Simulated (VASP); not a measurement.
Consider the following.

```xyz
4
Lattice="4.7575 0.0000 0.0000 0.0000 4.7575 0.0000 0.0000 0.0000 4.7575" Properties=species:S:1:pos:R:3 pbc="T T T"
Tl     0.0000     2.3788     2.3788
Tl     2.3788     0.0000     2.3788
Tl     2.3788     2.3788     0.0000
Hg     0.0000     0.0000     0.0000
```

The numbers are results of PBEsol GGA, VASP's PBE PAW potentials (set 64) (plane waves; VASP), not measurements. Settings: 400 eV cut-off, Gaussian smearing of 0.050 eV, potentials Tl_d Hg.

Unless said otherwise, spin-orbit coupling is left out, though it shifts the bands of the heavy elements here.

Question: Predict the band gap (along the path) with the smallest direct gap where there is one.

Answer: 
```
Item                                                          Value
-------------------------  ----------------------------------------
band gap (along the path)  none (metal, semimetal or under 0.01 eV)
```

Only differences to runs with the same potentials and settings are physical.

The structure comes from a computed database's Tl3Hg entry (Pm-3m); how it stands against other phases isn't given here. It was relaxed first, which changed the volume by -6 %. The electron count is odd and the run is not spin-polarised, which forces a metal.
